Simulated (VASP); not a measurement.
OSZICAR of a VASP run on B33N31:

File OSZICAR:
```
       N       E                     dE             d eps       ncg     rms          rms(c)
DAV:   1    -0.630894366598E+03   -0.63089E+03   -0.77293E+00   640   0.836E+00    0.267E+00
DAV:   2    -0.630934129919E+03   -0.39763E-01   -0.13016E-01   712   0.870E-01    0.172E+00
DAV:   3    -0.630915346235E+03    0.18784E-01   -0.12816E-02   744   0.310E-01    0.971E-01
DAV:   4    -0.630910377921E+03    0.49683E-02   -0.70429E-03   744   0.205E-01    0.547E-01
DAV:   5    -0.630909145712E+03    0.12322E-02   -0.12724E-03   728   0.912E-02    0.308E-01
DAV:   6    -0.630908734734E+03    0.41098E-03   -0.27939E-04   712   0.489E-02    0.167E-01
DAV:   7    -0.630908615353E+03    0.11938E-03   -0.93337E-05   696   0.291E-02    0.887E-02
DAV:   8    -0.630908581460E+03    0.33892E-04   -0.18790E-05   432   0.142E-02    0.495E-02
DAV:   9    -0.630908571372E+03    0.10088E-04   -0.67961E-06   432   0.897E-03    0.270E-02
DAV:  10    -0.630908568716E+03    0.26555E-05   -0.18241E-06   424   0.439E-03
   1 F= -.63090857E+03 E0= -.63090857E+03  d E =-.246368E-11  mag=     1.0000
```

Which electronic solver shows in the log?

It is blocked Davidson (ALGO = Normal, or the opening steps of other solvers). The INCAR had ALGO = Normal.

How was spin treated?

Collinear spin (ISPIN = 2): the summary line carries one mag value, 1.00 μB in the cell.

Can the final energy be trusted as converged?

The calculation finished and met its thresholds. It stopped with EDIFF = 1E-5, NELM = 50 (HSE06 screened hybrid, plane waves, VASP's PBE PAW potentials (set 64)).  The cell is charged, with a uniform compensating background. The supercell is sampled at Γ alone, which is coarse: total energies, pressure and levels can be off, energies of defects by several tenths of an eV.

The cell is a supercell with a defect, built from BN (zinc blende): B_N, charge -1. The cell's shape comes from a PBE relaxation. The total moment is imposed (NUPDOWN), so this need not be the lowest spin state.
